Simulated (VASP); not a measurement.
Consider the following.

```
CELL_PARAMETERS angstrom
      0.00000     2.34456     2.34456
      2.34456     0.00000     2.34456
      2.34456     2.34456     0.00000
ATOMIC_POSITIONS crystal
  Na 0.00000 0.00000 0.00000
  H  0.50000 0.50000 0.50000
```

These are LDA (Ceperley-Alder, Perdew-Zunger), VASP's LDA PAW potentials (set 64) (plane waves; VASP 6.6.1) values and carry that method's errors. Numerical set-up: 520 eV cut-off, 10×10×10 Γ-centred mesh, Gaussian smearing of 0.050 eV, potentials Na_pv H.

Problem. The job: NaH (rock salt), 2 atoms, LDA, static run, 520 eV, 10×10×10 Γ-centred mesh. Roughly how much core time does it take on a busy server core?

Solution. About 5 core-seconds (one run on a shared machine, a rough figure). It had 47 irreducible k-points, 8 bands, up to 725 plane waves and 12 electronic steps.

The compound is NaH in the rock salt structure. It was relaxed first, which changed the volume by -11 %.
